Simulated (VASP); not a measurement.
# Sr2MnSi2O7: structure and properties in VASP, part 14 of 14

What structure and properties does LDA + U give Sr2MnSi2O7, and how near are they to the measured ones? The start is a cell from a database of measured crystal structures.

VASP 6.6.1; LDA, DFT+U (Mn d 3 eV), spin-polarised from a ferromagnetic start; plane waves and PAW (Sr_sv, Mn_pv, Si, O).

Still holding for the runs below: The magnetic state follows from one typed start and may not be the lowest. Experiment finds antiferromagnetic order in this phase (below 3.4 K, arxiv:2410.22741), so this ferromagnetic run describes another state.

So far. Step 14 (Volume scan with LDA + U, volume scale 1.06): The pressure falls from -5.24 to -7.49 GPa. The parabola predicted -7.40 GPa, +0.08 GPa off. Step 16 (Fit for LDA + U): The fitted volume lies +0.11 % from the relaxed one. At a finite cutoff and mesh the minimum of the energy and the zero of the stress don't quite coincide, and the relaxation stops at a threshold. The relaxed cell has a = 8.030, c = 5.079 Å (conventional setting).

## Step 17: Ionic relaxation at fixed cell (LDA + U), changed input (continued)

OUTCAR, selected parts (step 17):

```text
   ENCUT  =  200.0 eV  14.70 Ry    3.83 a.u.   9.26  9.26  5.86*2*pi/ulx,y,z

   NELECT =     166.0000    total number of electrons

atom =   5  type =  2  l = 2

 onsite density matrix

spin component  1

  0.9576  0.0000  0.0000  0.0000  0.0009
  0.0000  0.9540  0.0000 -0.0000 -0.0000
  0.0000  0.0000  0.9532  0.0000  0.0000
  0.0000 -0.0000  0.0000  0.9540 -0.0000
  0.0009 -0.0000  0.0000 -0.0000  0.9575

spin component  2

  0.0706 -0.0000 -0.0000 -0.0000 -0.0306
 -0.0000  0.0822  0.0000  0.0000  0.0000
 -0.0000  0.0000  0.0261  0.0000  0.0000
 -0.0000  0.0000  0.0000  0.0822 -0.0000
 -0.0306  0.0000  0.0000 -0.0000  0.0708

 occupancies and eigenvectors

  o =  0.0261  v =  0.0000  0.0000  0.0000  0.0000  0.0000 -0.0000 -0.0000  1.0000  0.0000 -0.0000      0.0000  0.0000  0.0000  0.0000  0.0000  0.0000  0.0000  0.0000  0.0000  0.0000
  o =  0.0401  v =  0.0000  0.0000  0.0000  0.0000  0.0000  0.7081  0.0000  0.0000  0.0000  0.7061      0.0000  0.0000  0.0000  0.0000  0.0000  0.0000  0.0000  0.0000  0.0000  0.0000
  o =  0.0822  v =  0.0000  0.0000  0.0000  0.0000  0.0000 -0.0000  1.0000  0.0000 -0.0000  0.0000      0.0000  0.0000  0.0000  0.0000  0.0000  0.0000  0.0000  0.0000  0.0000  0.0000
  o =  0.0822  v =  0.0000  0.0000  0.0000  0.0000  0.0000  0.0000 -0.0000 -0.0000 -1.0000  0.0000      0.0000  0.0000  0.0000  0.0000  0.0000  0.0000  0.0000  0.0000  0.0000  0.0000
  o =  0.1013  v =  0.0000  0.0000  0.0000  0.0000  0.0000  0.7061  0.0000 -0.0000 -0.0000 -0.7081      0.0000  0.0000  0.0000  0.0000  0.0000  0.0000  0.0000  0.0000  0.0000  0.0000
  o =  0.9532  v = -0.0000  0.0000 -1.0000 -0.0000  0.0000  0.0000  0.0000  0.0000  0.0000  0.0000      0.0000  0.0000  0.0000  0.0000  0.0000  0.0000  0.0000  0.0000  0.0000  0.0000
  o =  0.9540  v = -0.0000  0.9998  0.0000  0.0194  0.0000  0.0000  0.0000  0.0000  0.0000  0.0000      0.0000  0.0000  0.0000  0.0000  0.0000  0.0000  0.0000  0.0000  0.0000  0.0000
  o =  0.9540  v =  0.0000 -0.0194 -0.0000  0.9998 -0.0000  0.0000  0.0000  0.0000  0.0000  0.0000      0.0000  0.0000  0.0000  0.0000  0.0000  0.0000  0.0000  0.0000  0.0000  0.0000
  o =  0.9566  v = -0.7017 -0.0000  0.0000 -0.0000  0.7125  0.0000  0.0000  0.0000  0.0000  0.0000      0.0000  0.0000  0.0000  0.0000  0.0000  0.0000  0.0000  0.0000  0.0000  0.0000
  o =  0.9585  v = -0.7125  0.0000 -0.0000 -0.0000 -0.7017  0.0000  0.0000  0.0000  0.0000  0.0000      0.0000  0.0000  0.0000  0.0000  0.0000  0.0000  0.0000  0.0000  0.0000  0.0000

atom =   6  type =  2  l = 2

 onsite density matrix

spin component  1

  0.9576  0.0000 -0.0000  0.0000 -0.0009
  0.0000  0.9540 -0.0000  0.0000  0.0000
 -0.0000 -0.0000  0.9532  0.0000 -0.0000
  0.0000  0.0000  0.0000  0.9540 -0.0000
 -0.0009  0.0000 -0.0000 -0.0000  0.9575

spin component  2

  0.0706 -0.0000  0.0000 -0.0000  0.0306
 -0.0000  0.0822  0.0000 -0.0000 -0.0000
  0.0000  0.0000  0.0261  0.0000 -0.0000
 -0.0000 -0.0000  0.0000  0.0822  0.0000
  0.0306 -0.0000 -0.0000  0.0000  0.0708

 occupancies and eigenvectors

  o =  0.0261  v =  0.0000  0.0000  0.0000  0.0000  0.0000  0.0000 -0.0000  1.0000 -0.0000 -0.0000      0.0000  0.0000  0.0000  0.0000  0.0000  0.0000  0.0000  0.0000  0.0000  0.0000
  o =  0.0401  v =  0.0000  0.0000  0.0000  0.0000  0.0000 -0.7081  0.0000  0.0000 -0.0000  0.7061      0.0000  0.0000  0.0000  0.0000  0.0000  0.0000  0.0000  0.0000  0.0000  0.0000
  o =  0.0822  v =  0.0000  0.0000  0.0000  0.0000  0.0000  0.0000  0.0000 -0.0000 -1.0000 -0.0000      0.0000  0.0000  0.0000  0.0000  0.0000  0.0000  0.0000  0.0000  0.0000  0.0000
  o =  0.0822  v =  0.0000  0.0000  0.0000  0.0000  0.0000  0.0000  1.0000  0.0000  0.0000  0.0000      0.0000  0.0000  0.0000  0.0000  0.0000  0.0000  0.0000  0.0000  0.0000  0.0000
  o =  0.1013  v =  0.0000  0.0000  0.0000  0.0000  0.0000  0.7061  0.0000  0.0000 -0.0000  0.7081      0.0000  0.0000  0.0000  0.0000  0.0000  0.0000  0.0000  0.0000  0.0000  0.0000
[...]
87       3.2909      1.00000
     88       3.4406      1.00000
     89       5.5660      0.00000
     90       7.6879      0.00000
     91       7.6879      0.00000
     92       8.0245      0.00000
     93       8.3074      0.00000
    ...

 k-point     2 :       0.3333    0.0000    0.0000
  band No.  band energies     occupation
    ...
     84       2.8768      1.00000
     85       3.0360      1.00000
     86       3.0916      1.00000
     87       3.3455      1.00000
     88       3.3945      1.00000
     89       6.1567      0.00000
     90       7.2344      0.00000
     91       7.8105      0.00000
     92       7.9873      0.00000
     93       8.3186      0.00000
    ...

  Total     -311.4864382   -311.4864382   -312.0256801      0.0000000      0.0000000      0.0000000
  in kB    -1523.6575582  -1523.6575582  -1526.2952973      0.0000000      0.0000000      0.0000000
  external PRESSURE =   -1524.5368046 kB  Pullay stress =       0.0000000 kB

 POSITION                                       TOTAL-FORCE (eV/Angst)
 -----------------------------------------------------------------------------------
      2.68239      1.33284      2.57651         0.000664     -0.000664      0.000113
      1.33284      5.34807      2.50252        -0.000664     -0.000664     -0.000113
      5.34807      6.69763      2.57651        -0.000664      0.000664      0.000113
      6.69763      2.68239      2.50252         0.000664      0.000664     -0.000113
      0.00000      0.00000      0.00000         0.000000     -0.000000      0.000000
      4.01523      4.01523      0.00000         0.000000     -0.000000      0.000000
      1.10516      2.91008      4.78940         0.003730     -0.003730     -0.000571
      2.91008      6.92531      0.28963        -0.003730     -0.003730      0.000571
      6.92531      5.12039      4.78940        -0.003730      0.003730     -0.000571
      5.12039      1.10516      0.28963         0.003730      0.003730      0.000571
      4.01523      0.00000      0.94004         0.000000      0.000000      0.001774
      0.00000      4.01523      4.13899         0.000000     -0.000000     -0.001774
      1.09060      2.92463      1.34912        -0.001293      0.001293      0.001105
      2.92463      6.93987      3.72991         0.001293      0.001293     -0.001105
      6.93987      5.10583      1.34912         0.001293     -0.001293      0.001105
      5.10583      1.09060      3.72991        -0.001293     -0.001293     -0.001105
      0.63449      1.53456      3.99000        -0.000561      0.001922     -0.001540
      1.53456      7.39597      1.08903         0.001922      0.000561      0.001540
      7.39597      6.49591      3.99000         0.000561     -0.001922     -0.001540
      6.49591      0.63449      1.08903        -0.001922     -0.000561      0.001540
      4.64973      2.48068      1.08903        -0.000561     -0.001922      0.001540
      5.54979      4.64973      3.99000         0.001922     -0.000561     -0.001540
      3.38074      5.54979      1.08903         0.000561      0.001922      0.001540
      2.48068      3.38074      3.99000        -0.001922      0.000561     -0.001540
 -----------------------------------------------------------------------------------
    total drift:                                0.000005      0.000005      0.000000

  FREE ENERGIE OF THE ION-ELECTRON SYSTEM (eV)
  ---------------------------------------------------
  free  energy   TOTEN  =      -196.8927000569 eV

  energy  without entropy=     -196.8927000569  energy(sigma->0) =     -196.89270006

 magnetization (x)
# of ion       s       p       d       tot
------------------------------------------
    1        0.000   0.001   0.004   0.005
    2        0.000   0.001   0.004   0.005
    3        0.000   0.001   0.004   0.005
    4        0.000   0.001   0.004   0.005
    5        0.023   0.054   4.433   4.510
    6        0.023   0.054   4.433   4.510
    7        0.003   0.006   0.000   0.010
    8        0.003   0.006   0.000   0.010
    9        0.003   0.006   0.000   0.010
   10        0.003   0.006   0.000   0.010
   11        0.001   0.003   0.000   0.004
   12        0.001   0.003   0.000   0.004
   13        0.001   0.005   0.000   0.005
   14        0.001   0.005   0.000   0.005
   15        0.001   0.005   0.000   0.005
   16        0.001   0.005   0.000   0.005
   17        0.003   0.038   0.000   0.041
   18        0.003   0.038   0.000   0.041
   19        0.003   0.038   0.000   0.041
   20        0.003   0.038   0.000   0.041
   21        0.003   0.038   0.000   0.041
   22        0.003   0.038   0.000   0.041
   23        0.003   0.038   0.000   0.041
   24        0.003   0.038   0.000   0.041
--------------------------------------------------
tot          0.085   0.465   8.881   9.431

[... 7 parts as in an earlier step ...]

[... 15 further parts left out ...]
[key lines of the parts left out:]
E-fermi :   3.9098
```

CONTCAR:

```
Sr2MnSi2O7
   1.00000000000000
     8.0304670164999994    0.0000000000000000    0.0000000000000000
     0.0000000000000000    8.0304670164999994    0.0000000000000000
     0.0000000000000000    0.0000000000000000    5.0790296646000002
  Sr              Mn              Si              O
     4     2     4    14
Direct
     0.3340271590882039    0.1659728409117962    0.5072841214656786
     0.1659728409117962    0.6659728409117963    0.4927158785343216
     0.6659728409117963    0.8340271590882037    0.5072841214656786
     0.8340271590882037    0.3340271590882039    0.4927158785343216
     0.0000000000000000    0.0000000000000000    0.0000000000000000
     0.5000000000000000    0.5000000000000000    0.0000000000000000
     0.1376207016123667    0.3623792983876332    0.9429760166211688
     0.3623792983876332    0.8623792983876328    0.0570239833788311
     0.8623792983876328    0.6376207016123672    0.9429760166211688
     0.6376207016123672    0.1376207016123667    0.0570239833788311
     0.5000000000000000    0.0000000000000000    0.1850828957908390
     0.0000000000000000    0.5000000000000000    0.8149171042091609
     0.1358077116664950    0.3641922883335050    0.2656248839718762
     0.3641922883335050    0.8641922883335049    0.7343751160281236
     0.8641922883335049    0.6358077116664951    0.2656248839718762
     0.6358077116664951    0.1358077116664950    0.7343751160281236
     0.0790108128331205    0.1910919591695439    0.7855832282091295
     0.1910919591695439    0.9209891871668795    0.2144167717908704
     0.9209891871668795    0.8089080408304561    0.7855832282091295
     0.8089080408304561    0.0790108128331205    0.2144167717908704
     0.5790108128331205    0.3089080408304561    0.2144167717908704
     0.6910919591695439    0.5790108128331205    0.7855832282091295
     0.4209891871668796    0.6910919591695439    0.2144167717908704
     0.3089080408304561    0.4209891871668796    0.7855832282091295
```

The run converged; its settings lie outside those of the reference runs, so its numbers are set aside.

Settings moved from the usual: ENCUT = 200 and EDIFFG = 1e-05.

The cutoff falls from 520 to 200 eV, which shrinks the basis; the stress suffers most (Pulay stress), and PAW energies need not rise evenly as the basis shrinks.

## Step 18: Summary of results

```
relaxed volume                                             : 13.65 Å³/atom
relaxed conventional cell a, b, c                          : 8.030, 8.030, 5.079 Å
space group after relaxing, within 0.02 Å                  : P-42_1m (No. 113)
moment of the cell (4×4×7 mesh)                            : 10 μB
largest site moment (4×4×7 mesh)                           : 4.48 μB on Mn5
band gap                                                   : 2.32 eV, indirect (least direct gap of that run 2.48 eV)
gap among the points of the DOS mesh alone, an upper bound : 2.33 eV
largest field gradient Vzz                                 : -62.59 V/Å² on Sr1
bulk modulus from the fit                                  : 145 GPa
volume from the fit                                        : 13.7 Å³/atom
```

In words: With LDA + U, Sr2MnSi2O7 relaxes to 13.65 Å³/atom in space group P-42_1m, has an indirect gap of 2.32 eV, keeps moments of up to 4.48 μB (4×4×7 mesh) and has a bulk modulus of 145 GPa at fixed shape and positions, an upper bound. Against the listed cell the volume lies -4.0 % (a -1.2 %, c -1.5 %). Band structure (LDA + U), spin up: On this path the gap is indirect, 2.32 eV, with the valence top at Z and the conduction bottom at Γ. The least direct gap is 2.48 eV. Band structure (LDA + U), spin down: The path shows an indirect gap of 4.45 eV (valence top at Z, conduction bottom at Γ). The least direct gap is 4.86 eV. Semilocal functionals usually underestimate gaps. Spin-orbit coupling is left out; it would split some degenerate bands. Only the typed magnetic starts were tried, so the magnetic ground state may differ and with it the other results. Only ferromagnetic starts were used, while the crystal orders antiferromagnetically, so what depends on the order belongs to another state. No search among competing phases was made, and a listed structure need not be the one stable at ambient conditions. All values are for a static lattice at zero temperature.

Computed beside measured:

| quantity | measured | LDA, DFT+U |
| --- | --- | --- |
| lattice constant a (Å) | 8.1215 | 8.030 (-1.1 %) |
| lattice constant c (Å) | 5.1487 | 5.079 (-1.4 %) |

Measured values from arxiv:2410.04042 (2024).

**Verdict.** The lattice constant a is off by -1.1 %. The lattice constant c is off by -1.4 %. The runs are ferromagnetic and the sample is antiferromagnetic, so the match is not graded. For lattice constants the calculation has a static lattice, without zero-point motion or thermal expansion (measured at up to 10 K).

[Lines on the potential files, build, host, timing and source positions are cut from VASP's logs without a mark.]

[Logs are printed without paths, hosts, clocks, repeated set-up lines and the standing remarks that a program may print on its own settings, such as how far it seeks lower states.]

[Hosts, paths, dates, database ids (printed as entryN), source tags and the programs' standing remarks are cut or masked in the printed files.]

[A measured line is paired with the nearest computed mode of its activity, which favours agreement.]
